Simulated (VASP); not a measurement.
# Mg2CdS3 (I4/mmm) in VASP: single point with r2SCAN

Aim: the single point of Mg2CdS3 with r2SCAN.

All numbers are computed with VASP 6.6.1; they aren't measurements. Logs are shortened: lines on timing, memory, paths and dates and some standing lists are left out, and cuts for length are marked.

### Step 1. The structure

Symmetry: I4/mmm, No. 139, tetragonal system. The conventional cell has a = 3.771 Å, b = 3.771 Å, c = 16.010 Å, α = 90.00°, β = 90.00°, γ = 90.00°. Mg (site symmetry 4mm) has 6 S at 2.60 to 2.68 Å as nearest neighbours. Around Cd (site symmetry 4/mmm) lie 6 S at 2.67 to 2.73 Å. S (site symmetry 4mm) is surrounded by 5 Mg at 2.60 to 2.67 Å and 1 Cd at 2.73 Å. S (site symmetry 4/mmm) is surrounded by 4 Cd at 2.67 Å and 2 Mg at 2.68 Å.

The cell was built by a generator and needn't be a form met in nature.

### Step 2. Single point, r2SCAN

File INCAR:

```
PREC = Accurate ; ENCUT = 520
EDIFF = 1E-6 ; ISMEAR = 0
SIGMA = 0.03 ; LREAL = False
LASPH = True ; NELM = 150
ALGO = Normal ; ISIF = 2
LWAVE = False ; LCHARG = False
METAGGA = R2SCAN ; LMIXTAU = True
NBANDS = 26 ; KPAR = 4
```

File KPOINTS:

```
regular mesh
0
Gamma
  10 10 10
```

File POSCAR:

```
Mg2CdS3
1.0
   -1.8853400000      1.8853400000      8.0050500000
    1.8853400000     -1.8853400000      8.0050500000
    1.8853400000      1.8853400000     -8.0050500000
Mg Cd S
2 1 3
Direct
    0.3326150000      0.3326150000      0.0000000000
    0.6673850000      0.6673850000      0.0000000000
    0.0000000000      0.0000000000      0.0000000000
    0.1703500000      0.1703500000      0.0000000000
    0.8296500000      0.8296500000      0.0000000000
    0.5000000000      0.5000000000      0.0000000000
```

Potentials or basis: VASP PAW PBE potentials, release 64 (Mg, Cd, S).

Run with:

```
cat potpaw_PBE.64/Mg/POTCAR potpaw_PBE.64/Cd/POTCAR potpaw_PBE.64/S/POTCAR > POTCAR
mpirun -np 4 vasp_std > vasp.out
```

OUTCAR:

```text
PREC = Accurate
   ENCUT = 520
   EDIFF = 1E-6
   ISMEAR = 0
   LREAL = False
   LASPH = True
   NELM = 150
   ISIF = 2
   METAGGA = R2SCAN

 ion  position               nearest neighbor table
   1  0.333  0.333  0.000-   4 2.60   5 2.67   5 2.67   5 2.67   5 2.67   6 2.68
   2  0.667  0.667  0.000-   5 2.60   4 2.67   4 2.67   4 2.67   4 2.67   6 2.68
   3  0.000  0.000  0.000-   6 2.67   6 2.67   6 2.67   6 2.67   5 2.73   4 2.73
   4  0.170  0.170  0.000-   1 2.60   2 2.67   2 2.67   2 2.67   2 2.67   3 2.73
   5  0.830  0.830  0.000-   2 2.60   1 2.67   1 2.67   1 2.67   1 2.67   3 2.73
   6  0.500  0.500  0.000-   3 2.67   3 2.67   3 2.67   3 2.67   2 2.68   1 2.68

  LATTYP: Found a body centered tetragonal cell.
 ALAT       =     3.7706800000
 C/A-ratio  =     4.2459450285

  Lattice vectors:

 A1 = (  -1.8853400000,   1.8853400000,   8.0050500000)
 A2 = (   1.8853400000,  -1.8853400000,   8.0050500000)
 A3 = (   1.8853400000,   1.8853400000,  -8.0050500000)

Analysis of symmetry for initial positions (statically):
=====================================================================
 Subroutine PRICEL returns:
 Original cell was already a primitive cell.

 Routine SETGRP: Setting up the symmetry group for a
 body centered tetragonal supercell.

 Subroutine GETGRP returns: Found 16 space group operations
 (whereof 16 operations were pure point group operations)
 out of a pool of 16 trial point group operations.

The static configuration has the point symmetry D_4h.

Analysis of symmetry for dynamics (positions and initial velocities):
=====================================================================
 Subroutine PRICEL returns:
 Original cell was already a primitive cell.

 Routine SETGRP: Setting up the symmetry group for a
 body centered tetragonal supercell.

 Subroutine GETGRP returns: Found 16 space group operations
 (whereof 16 operations were pure point group operations)
 out of a pool of 16 trial point group operations.

The dynamic configuration has the point symmetry D_4h.

 Subroutine INISYM returns: Found 16 space group operations
 (whereof 16 operations are pure point group operations),
 and found     1 'primitive' translations

----------------------------------------------------------------------------------------

                                     Primitive cell

  volume of cell :     113.8160

  direct lattice vectors                    reciprocal lattice vectors
    -1.885340000  1.885340000  8.005050000     0.000000000  0.265204154  0.062460572
     1.885340000 -1.885340000  8.005050000     0.265204154  0.000000000  0.062460572
     1.885340000  1.885340000 -8.005050000     0.265204154  0.265204154  0.000000000

  length of vectors
     8.437407145  8.437407145  8.437407145     0.272460211  0.272460211  0.375055312

  position of ions in fractional coordinates (direct lattice)
     0.332615000  0.332615000  0.000000000
     0.667385000  0.667385000  0.000000000
     0.000000000  0.000000000  0.000000000
     0.170350000  0.170350000  0.000000000
     0.829650000  0.829650000  0.000000000
     0.500000000  0.500000000  0.000000000

  ion indices of the primitive-cell ions
   primitive index   ion index
                 1           1
                 2           2
                 3           3
                 4           4
                 5           5
                 6           6

----------------------------------------------------------------------------------------

 KPOINTS: regular mesh

Automatic generation of k-mesh.
 Grid dimensions read from file:
 generate k-points for:   10   10   10

 Generating k-lattice:

  Cartesian coordinates                     Fractional coordinates (reciprocal lattice)
     0.000000000  0.026520415  0.006246057     0.100000000  0.000000000  0.000000000
     0.026520415  0.000000000  0.006246057     0.000000000  0.100000000  0.000000000
     0.026520415  0.026520415  0.000000000     0.000000000  0.000000000  0.100000000

  Length of vectors
     0.027246021  0.027246021  0.037505531

  Shift w.r.t. Gamma in fractional coordinates (k-lattice)
     0.000000000  0.000000000  0.000000000

 Subroutine IBZKPT returns following result:
 ===========================================

 Found    102 irreducible k-points:

 Following reciprocal coordinates:
            Coordinates               Weight
  0.000000  0.000000  0.000000      1.000000
  0.100000  0.000000 -0.000000      8.000000
  0.200000  0.000000 -0.000000      8.000000
  0.300000  0.000000  0.000000      8.000000
  0.400000  0.000000  0.000000      8.000000
  0.500000  0.000000 -0.000000      4.000000
[... 16 lines left out ...]
  0.300000  0.300000 -0.000000      8.000000
  0.400000  0.300000  0.000000     16.000000
 [... further k-points ...]
   k-points           NKPTS =    102   k-points in BZ     NKDIM =    102   number of bands    NBANDS=     26
   number of dos      NEDOS =    301   number of ions     NIONS =      6
   total plane-waves  NPLWV = 262144
   dimension x,y,z NGX =    64 NGY =   64 NGZ =   64
   dimension x,y,z NGXF=   128 NGYF=  128 NGZF=  128
   ions per type =               2   1   3
   NGX,Y,Z   is equivalent  to a cutoff of  12.61, 12.61, 12.61 a.u.
   NGXF,Y,Z  is equivalent  to a cutoff of  25.22, 25.22, 25.22 a.u.
 SYSTEM =  unknown system
   PREC   = accura    normal or accurate (medium, high low for compatibility)
   ISTART =      0    job   : 0-new  1-cont  2-samecut
   ICHARG =      2    charge: 1-file 2-atom 10-const
   ISPIN  =      1    spin polarized calculation?
   LNONCOLLINEAR =      F non collinear calculations
   LSORBIT =      F    spin-orbit coupling
   LASPH  =      T    aspherical Exc in radial PAW
   ENCUT  =  520.0 eV  38.22 Ry    6.18 a.u.  15.69 15.69 15.69*2*pi/ulx,y,z
   NELM   =    150;   NELMIN=  2; NELMDL= -5     # of ELM steps
   EDIFF  = 0.1E-05   stopping-criterion for ELM
   LREAL  =      F    real-space projection
   EDIFFG = 0.1E-04   stopping-criterion for IOM
   NSW    =      0    number of steps for IOM
   IBRION =     -1    ionic relax: 0-MD 1-quasi-New 2-CG
   NFREE  =      0    steps in history (QN), initial steepest desc. (CG)
   ISIF   =      2    stress and relaxation
   ISYM   =      2    0-nonsym 1-usesym 2-fastsym
   POTIM  = 0.5000    time-step for ionic-motion
   TEBEG  =    0.0;   TEEND  =   0.0 temperature during run
   PSTRESS=    0.0 pullay stress
   NELECT =      34.0000    total number of electrons
   NUPDOWN=      -1.0000    fix difference up-down
   EMIN   =  10.00;   EMAX   =-10.00  energy-range for DOS
   EFERMI =   0.00;   METHOD = LEGACY
   ISMEAR =     0;   SIGMA  =   0.03  broadening in eV -4-tet -1-fermi 0-gaus
   EFERMI_NEDOS =   21; number of points for ismear=-14 and -15
   IALGO  =     38    algorithm
   IMIX   =      4    mixing-type and parameters
     AMIX     =   0.40;   BMIX     =  1.00
     AMIX_MAG =   1.60;   BMIX_MAG =  1.00
  volume/ion in A,a.u.               =      18.97       128.01
  Fermi-wavevector in a.u.,A,eV,Ry     =   1.094376  2.068071 16.295146  1.197659
  Thomas-Fermi vector in A             =   2.230680
   LORBIT       =      0    0 simple, 1 ext, 2 COOP (PROOUT), +10 PAW based schemes
   METAGGA = R2SCAN    functional components
   LHFCALC =     F    Hartree Fock is set to
   AEXX    =    0.0000 exact exchange contribution
   IVDW    =     0    specifies the selected vdW correction
   LEPSILON=     F    determine dielectric tensor
   LRPA    =     F    only Hartree local field effects (RPA)
 non-spin polarized calculation
 Gauss-broadening in eV      SIGMA  =   0.03
  energy-cutoff  :      520.00
  volume of cell :      113.82
 maximum number of plane-waves:      3095
   NGX = 31   NGY = 31   NGZ = 31

 number of electron      34.0000003 magnetization

 Free energy of the ion-electron system (eV)
  ---------------------------------------------------
  ext. energy  EPLUGINS =         0.00000000
  ---------------------------------------------------
  free energy    TOTEN  =       -60.38742847 eV

  energy without entropy =      -60.38742847  energy(sigma->0) =      -60.38742847

 E-fermi :   3.5077     XC(G=0): -10.2998

 val. band max:        3.3036749871   @ k =   0.5000   0.0000  -0.0000
 cond. band min:       5.0480332703   @ k =   0.5000   0.5000  -0.0000
 fundamental gap:      1.7443582832
 Fermi energy:         3.5077016511

 k-point     1 :       0.0000    0.0000    0.0000
  band No.  band energies     occupation
      1     -10.1116      2.00000
      2      -9.3199      2.00000
      3      -8.8195      2.00000
      4      -4.7335      2.00000
      5      -4.5747      2.00000
      6      -4.4949      2.00000
[... 18 lines left out ...]
     25      12.2401      0.00000
     26      12.3898      0.00000

 k-point     2 :       0.1000    0.0000   -0.0000
  band No.  band energies     occupation
      1     -10.0446      2.00000
      2      -9.2862      2.00000
      3      -8.7916      2.00000
      4      -4.7231      2.00000
      5      -4.6170      2.00000
      6      -4.4996      2.00000
[... 18 lines left out ...]
     25      12.0239      0.00000
     26      12.2644      0.00000

 k-point     3 :       0.2000    0.0000   -0.0000
  band No.  band energies     occupation
      1      -9.8533      2.00000
      2      -9.1929      2.00000
      3      -8.7264      2.00000
      4      -4.7225      2.00000
      5      -4.7149      2.00000
      6      -4.5535      2.00000
[... 18 lines left out ...]
     25      11.9180      0.00000
     26      12.0026      0.00000

 k-point     4 :       0.3000    0.0000    0.0000
  band No.  band energies     occupation
      1      -9.5689      2.00000
      2      -9.0658      2.00000
      3      -8.6764      2.00000
      4      -4.8440      2.00000
      5      -4.7720      2.00000
      6      -4.6271      2.00000
[... 18 lines left out ...]
     25      11.1700      0.00000
     26      11.3967      0.00000

 k-point     5 :       0.4000    0.0000    0.0000
  band No.  band energies     occupation
      1      -9.2549      2.00000
      2      -8.9502      2.00000
      3      -8.7058      2.00000
      4      -4.9363      2.00000
      5      -4.8851      2.00000
      6      -4.6868      2.00000
[... 18 lines left out ...]
     25      10.8711      0.00000
     26      11.2064      0.00000

 k-point     6 :       0.5000    0.0000   -0.0000
  band No.  band energies     occupation
      1      -9.0673      2.00000
      2      -8.8937      2.00000
      3      -8.7899      2.00000
      4      -4.9702      2.00000
      5      -4.9442      2.00000
      6      -4.7097      2.00000
[... 427 lines left out ...]
 k-point    21 :      -0.3000    0.2000   -0.0000
  band No.  band energies     occupation
      1      -9.4381      2.00000
      2      -8.9596      2.00000
      3      -8.5939      2.00000
      4      -4.8831      2.00000
      5      -4.6036      2.00000
      6      -4.5856      2.00000
[... 18 lines left out ...]
     25      11.5591      0.00000
     26      11.7561      0.00000

 k-point    22 :      -0.2000    0.2000    0.0000
  band No.  band energies     occupation
      1      -9.6586      2.00000
      2      -9.0579      2.00000
      3      -8.6517      2.00000
      4      -4.8574      2.00000
      5      -4.6321      2.00000
      6      -4.5575      2.00000
[... 18 lines left out ...]
     25      10.9519      0.00000
     26      10.9529      0.00000

 k-point    23 :       0.3000    0.3000   -0.0000
  band No.  band energies     occupation
      1      -9.2669      2.00000
      2      -8.8802      2.00000
      3      -8.5701      2.00000
      4      -4.7896      2.00000
      5      -4.5910      2.00000
      6      -4.5464      2.00000
[... 18 lines left out ...]
     25      11.2929      0.00000
     26      11.8846      0.00000

 k-point    24 :       0.4000    0.3000    0.0000
  band No.  band energies     occupation
      1      -9.1762      2.00000
      2      -8.7211      2.00000
      3      -8.5718      2.00000
      4      -4.6692      2.00000
      5      -4.6146      2.00000
      6      -4.5447      2.00000
[... 18 lines left out ...]
     25      11.6876      0.00000
     26      12.4282      0.00000

 [... further k-points ...]
[... 5 lines left out ...]
  --------------------------------------------------------------------------------------
  -------------------------------------------------------------------------------------
  Total       -1.0298974     -1.0298974     -1.0368218      0.0000000     -0.0000000      0.0000000
  in kB      -14.4977684    -14.4977684    -14.5952422      0.0000000     -0.0000000      0.0000000
  external PRESSURE =     -14.5302597 kB  Pullay stress =       0.0000000 kB

 VOLUME and BASIS-vectors are now :
 -----------------------------------------------------------------------------
  energy-cutoff  :      520.00
  volume of cell :      113.82
      direct lattice vectors                 reciprocal lattice vectors
    -1.885340000  1.885340000  8.005050000     0.000000000  0.265204154  0.062460572
     1.885340000 -1.885340000  8.005050000     0.265204154  0.000000000  0.062460572
     1.885340000  1.885340000 -8.005050000     0.265204154  0.265204154  0.000000000

 POSITION                                       TOTAL-FORCE (eV/Angst)
 -----------------------------------------------------------------------------------
      0.00000      0.00000      5.32520         0.000000      0.000000     -0.019958
      0.00000      0.00000     10.68490         0.000000      0.000000      0.019958
      0.00000      0.00000      0.00000        -0.000000     -0.000000     -0.000000
      0.00000      0.00000      2.72732        -0.000000     -0.000000     -0.020530
      0.00000      0.00000     13.28278         0.000000      0.000000      0.020530
      0.00000      0.00000      8.00505        -0.000000     -0.000000     -0.000000
 -----------------------------------------------------------------------------------
    total drift:                               -0.000000      0.000000      0.000000

  FREE ENERGIE OF THE ION-ELECTRON SYSTEM (eV)
  ---------------------------------------------------
  free  energy   TOTEN  =       -60.3874284729 eV

  energy  without entropy=      -60.3874284729  energy(sigma->0) =      -60.38742847
```

Run time: 32 min. Hardware: 4 MPI ranks of Intel Xeon Platinum 8259CL at 2.50GHz (Skylake/Cascade Lake), shared host; peak memory 0.85 GiB.

Results:

```
Free energy            : -60.3874 eV
Pressure               : -1.5 GPa
Largest force          : 0.021 eV/Å
Band gap on the k mesh : 1.74 eV, indirect (least direct gap 2.66 eV)
```

Forces in eV/Å, atoms in the order of the input:
```
Mg   0.000  0.000 -0.020
Mg   0.000  0.000  0.020
Cd   0.000  0.000  0.000
S    0.000  0.000 -0.021
S    0.000  0.000  0.021
S    0.000  0.000  0.000
```

Levels at points of the mesh, in eV from the valence-band top:
```csv
k point,band 15,band 16,band 17,band 18,band 19,band 20
"(0.00, 0.00, 0.00)",-0.56,-0.52,-0.52,2.20,3.69,3.90
"(0.50, 0.00, 0.00)",-0.93,-0.58,0.00,4.45,5.40,5.61
"(0.50, 0.50, 0.00)",-2.60,-2.12,-2.10,1.74,3.88,4.41
"(0.50, 0.50, 0.50)",-1.20,-0.78,-0.78,1.89,4.71,5.03
```

Caveat: the PAW data sets were made with another functional, which shifts forces and pressure a little. A k mesh can miss the band edges.
